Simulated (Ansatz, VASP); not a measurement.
**SiGeO4 in VASP and in Ansatz**

```xyz
12
Lattice="5.0973 -0.0395 0.0514 -2.5857 4.4879 -0.1170 0.0915 -0.1739 8.5040" Properties=species:S:1:pos:R:3 pbc="T T T"
Si    0.1726    2.6654    7.9074
Si    2.4742    1.5318    3.7115
Ge    2.6388    1.3177    0.5275
Ge   -0.0716    3.0432    4.7270
O    -1.0754    2.3719    8.9275
O     1.3627    1.5515    8.0109
O     0.8102    4.1172    8.3150
O    -0.4202    2.6124    6.3893
O     2.0725    1.1420    2.1780
O     2.1336    0.2589    4.6777
O     1.6080    2.8100    4.2636
O     4.0506    1.9637    3.7511
```

Change from the starting cell: cell x1, atoms moved at random (sigma 0.05 Å) and cell strained at random (1.5 %), then relaxed without symmetry.

Alike in both runs: functional PBE; k mesh 3 × 3 × 2; occupations gaussian, width 0.1 eV; no spin polarisation.

Ansatz relaxed the structure, and its values are those at the end. VASP's run is a single point on that final structure, the one shown.

|  | VASP | Ansatz |
| --- | --- | --- |
| version | VASP 6.6.1 | Ansatz 0.2.0 |
| potentials or method | VASP PAW PBE potentials, release 64 (Si, Ge_d, O) | scalar-relativistic, plane waves, PAW |
| plane-wave cutoff (eV) | 520 | 420 |
| valence electrons in the cell | 84 | 84 |

VASP gave:

```
gap on the k mesh at the Fermi level (eV) : 4.40
least direct gap on the mesh (eV)         : 4.42
pressure (GPa)                            : -0.2
rms of the force components (eV/Å)        : 0.035
```

Question: Which values does Ansatz return?

Answer: gap on the k mesh at the Fermi level (eV): 4.41; least direct gap on the mesh (eV): 4.43; pressure (GPa): 0.0; rms of the force components (eV/Å): 0.007.

Caveats: the k mesh is coarse (spacing up to 0.48 Å⁻¹), so the values aren't converged; an odd mesh through Γ misses points on the zone boundary, where band edges often lie.
